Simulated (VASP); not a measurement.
An input for Ansatz (written as the equivalent of a VASP run, and not itself run):

Ansatz 0.2 input:
```yaml
crystal:
  lattice:
    - [-2.6560000, 2.6560000, 2.6560000]
    - [2.6560000, -2.6560000, 2.6560000]
    - [2.6560000, 2.6560000, -2.6560000]
  atoms:
    - { symbol: Ge, position: [0.0000000, 0.0000000, 0.0000000] }
    - { symbol: F, position: [0.0000000, 0.6305800, 0.0000000] }
    - { symbol: F, position: [0.3694200, 0.3694200, 0.3694200] }
    - { symbol: F, position: [0.6305800, 0.0000000, 0.0000000] }
    - { symbol: F, position: [0.0000000, 0.0000000, 0.6305800] }
kpoints:
  mp_grid: { grid: [3, 3, 3] }
hamiltonian:
  xc: pbe
  pseudopotentials: { kind: paw }
scf:
  occupations: { method: gaussian, width: 0.05 }
  max_iter: 100
output: { forces: true, stress: true, eigenvalues: true }
```

Write the VASP files for the same calculation (PBE).

This is not unique; one that fits is 
### POSCAR
```
GeF4
4.6003270
 -0.5773502623   0.5773502623   0.5773502623
  0.5773502623  -0.5773502623   0.5773502623
  0.5773502623   0.5773502623  -0.5773502623
Ge F
1 4
Cart
  0.0000000000   0.0000000000   0.0000000000
  0.3640655284  -0.3640655284   0.3640655284
  0.2132847339   0.2132847339   0.2132847339
 -0.3640655284   0.3640655284   0.3640655284
  0.3640655284   0.3640655284  -0.3640655284
```

**INCAR**
```
! general
SYSTEM  = GeF4
PREC    = Accurate
ENCUT   = 520   ! plane-wave cut-off (eV)
LREAL   = .False.   ! projection in real space or not
LASPH   = .True.

! electronic loop
EDIFF   = 1E-6   ! SCF stop (eV)
NELM    = 100
ALGO    = Normal   ! blocked Davidson
LMAXMIX = 4   ! l cut-off of mixed one-centre charges

! smearing
ISMEAR  = 0   ! Gaussian
SIGMA   = 0.05   ! width (eV)

! functional
GGA     = PE   ! PBE

! ions
ISIF    = 2   ! forces and stress, cell fixed

! output
LWAVE   = .False.
LCHARG  = .False.
```

### KPOINTS
```
Automatic mesh
0
Gamma
  3 3 3
0 0 0
```

POTCAR, in this order: Ge_d F (PBE.64 set). Program: vasp_std.

The two are equivalent in intent, not identical: each code has its own PAW files, so the cut-off isn't converted (ENCUT is set for VASP's; basis.ecutwfc is left out, and Ansatz then takes the one that its files recommend); Ansatz stops its SCF on the density residual and VASP on the energy change (EDIFF).

The structure comes from a computed database's GeF4 entry (I-43m); how it stands against other phases isn't given here. The cell was not relaxed at this level. The k-mesh is coarse (spacing up to 0.56 per Å, 2π included), so the numbers may not be converged in it. The run is one of a series of settings (KPOINTS 3×3×3 Γ-centred mesh against the base run), some of them coarse on purpose.
